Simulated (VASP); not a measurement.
These are PBEsol GGA, VASP's PBE PAW potentials (set 64) (plane waves; VASP 6.6.1) values and carry that method's errors.

VASP input:

### INCAR
```
# general
SYSTEM  = Y
PREC    = Accurate
ENCUT   = 520
LREAL   = F
LASPH   = T

# electronic loop
EDIFF   = 1E-7
NELM    = 100
ALGO    = Normal
LMAXMIX = 4

# smearing
ISMEAR  = -5

# functional
GGA     = PS

# ions
ISIF    = 2

# output
LWAVE   = F
LCHARG  = T
LORBIT  = 11
NEDOS   = 601
```

File KPOINTS:
```
Automatic mesh
0
Gamma
13 13 8
0 0 0
```

File POSCAR:
```
Y
1.0
  1.8006881204  -3.1188835783   0.0000000000
  1.8006881204   3.1188835783   0.0000000000
  0.0000000000   0.0000000000   5.5453290435
Y
2
Cartesian
  1.8006881204   1.0396299387   1.3863322609
  1.8006881204  -1.0396299387   4.1589967826
```

POTCAR, in this order: Y_sv (PBE.64 set). Program: vasp_std.

Output

**OUTCAR**
```
 ion  position               nearest neighbor table
   1  0.333  0.667  0.250-   2 3.47   2 3.47   2 3.47   2 3.47   2 3.47   2 3.47
   2  0.667  0.333  0.750-   1 3.47   1 3.47   1 3.47   1 3.47   1 3.47   1 3.47
  LATTYP: Found a hexagonal cell.
 ALAT       =     3.6013764705
 C/A-ratio  =     1.5397804392
 Subroutine PRICEL returns:
 Original cell was already a primitive cell.
 Subroutine GETGRP returns: Found 24 space group operations
The static configuration has the point symmetry D_3d.
 The point group associated with its full space group is D_6h.
The dynamic configuration has the point symmetry D_3d.
 Subroutine INISYM returns: Found 24 space group operations
 Subroutine IBZKPT returns following result:
 Found    105 irreducible k-points:

 Following reciprocal coordinates:
            Coordinates               Weight
  0.000000  0.000000  0.000000      1.000000
  0.076923 -0.000000  0.000000      6.000000
  0.153846  0.000000  0.000000      6.000000
  0.230769  0.000000  0.000000      6.000000
  0.307692  0.000000  0.000000      6.000000
  0.384615  0.000000  0.000000      6.000000
  0.461538  0.000000  0.000000      6.000000
  0.076923  0.076923  0.000000      6.000000
  0.153846  0.076923  0.000000     12.000000
  0.230769  0.076923  0.000000     12.000000
  0.307692  0.076923  0.000000     12.000000
  0.384615  0.076923  0.000000     12.000000
  0.461538  0.076923  0.000000      6.000000
  0.153846  0.153846  0.000000      6.000000
  0.230769  0.153846  0.000000     12.000000
  0.307692  0.153846  0.000000     12.000000
  0.384615  0.153846  0.000000     12.000000
  0.230769  0.230769  0.000000      6.000000
  0.307692  0.230769  0.000000     12.000000
  0.384615  0.230769  0.000000      6.000000
  0.307692  0.307692  0.000000      6.000000
  0.000000  0.000000  0.125000      2.000000
...
```

OSZICAR:
```
       N       E                     dE             d eps       ncg     rms          rms(c)
DAV:   1     0.880418363853E+02    0.88042E+02   -0.11651E+04  3150   0.140E+03
DAV:   2    -0.649456691911E+01   -0.94536E+02   -0.93660E+02  3941   0.290E+02
DAV:   3    -0.139336396747E+02   -0.74391E+01   -0.73824E+01  5986   0.484E+01
DAV:   4    -0.140682850200E+02   -0.13465E+00   -0.13463E+00  3523   0.743E+00
DAV:   5    -0.140716973327E+02   -0.34123E-02   -0.34131E-02  4503   0.883E-01    0.344E+01
DAV:   6    -0.137121469370E+02    0.35955E+00   -0.45709E-01  3157   0.486E+00    0.213E+01
DAV:   7    -0.136523497435E+02    0.59797E-01   -0.89470E-01  4141   0.618E+00    0.183E+00
DAV:   8    -0.136397294167E+02    0.12620E-01   -0.16684E-01  3787   0.274E+00    0.850E-01
DAV:   9    -0.136392054572E+02    0.52396E-03   -0.49221E-03  4262   0.505E-01    0.354E-01
DAV:  10    -0.136392645122E+02   -0.59055E-04   -0.13583E-03  3413   0.378E-01    0.188E-01
DAV:  11    -0.136392450157E+02    0.19496E-04   -0.84644E-05  4554   0.898E-02    0.446E-02
DAV:  12    -0.136392417136E+02    0.33021E-05   -0.15268E-05  3742   0.377E-02    0.259E-02
DAV:  13    -0.136392428456E+02   -0.11320E-05   -0.54905E-06  3346   0.253E-02    0.915E-04
DAV:  14    -0.136392429971E+02   -0.15152E-06   -0.24232E-07  3715   0.301E-03    0.151E-03
DAV:  15    -0.136392428736E+02    0.12348E-06   -0.39573E-08  1918   0.201E-03    0.103E-03
DAV:  16    -0.136392429066E+02   -0.32952E-07   -0.62548E-09  1827   0.570E-04
   1 F= -.13639243E+02 E0= -.13639243E+02  d E =0.000000E+00
```

### OUTCAR
```
------------------------ aborting loop because EDIFF is reached ----------------------------------------
  FORCE on cell =-STRESS in cart. coord.  units (eV):
  Direction    XX          YY          ZZ          XY          YZ          ZX
  --------------------------------------------------------------------------------------
  Total        0.0094339      0.0094339      0.1603162      0.0000000      0.0000000      0.0000000
  in kB        0.2426657      0.2426657      4.1237575      0.0000000      0.0000000      0.0000000
  external PRESSURE =       1.5363630 kB  Pullay stress =       0.0000000 kB
  volume of cell :       62.29
      direct lattice vectors                 reciprocal lattice vectors
     1.800688120 -3.118883578  0.000000000     0.277671627 -0.160313775  0.000000000
     1.800688120  3.118883578  0.000000000     0.277671627  0.160313775  0.000000000
     0.000000000  0.000000000  5.545329043     0.000000000  0.000000000  0.180331950
 POSITION                                       TOTAL-FORCE (eV/Angst)
 -----------------------------------------------------------------------------------
      1.80069      1.03963      1.38633         0.000000      0.000000      0.000000
      1.80069     -1.03963      4.15900        -0.000000     -0.000000      0.000000
 -----------------------------------------------------------------------------------
    total drift:                               -0.000063      0.000512     -0.000010
  FREE ENERGIE OF THE ION-ELECTRON SYSTEM (eV)
  ---------------------------------------------------
  free  energy   TOTEN  =       -13.6392429066 eV

  energy  without entropy=      -13.6392429066  energy(sigma->0) =      -13.63924291

 total charge

# of ion       s       p       d       f       tot
--------------------------------------------------
    1        2.291   6.236   0.967   0.008   9.502
    2        2.291   6.236   0.967   0.008   9.502
--------------------------------------------------
tot          4.582  12.472   1.934   0.015  19.004
```
(Selected blocks of OUTCAR.)

For a metal the tetrahedron method with Blöchl corrections gives inexact stress and forces.

The compound is Y in the hcp structure. It was relaxed first, which changed the volume by -6 %.
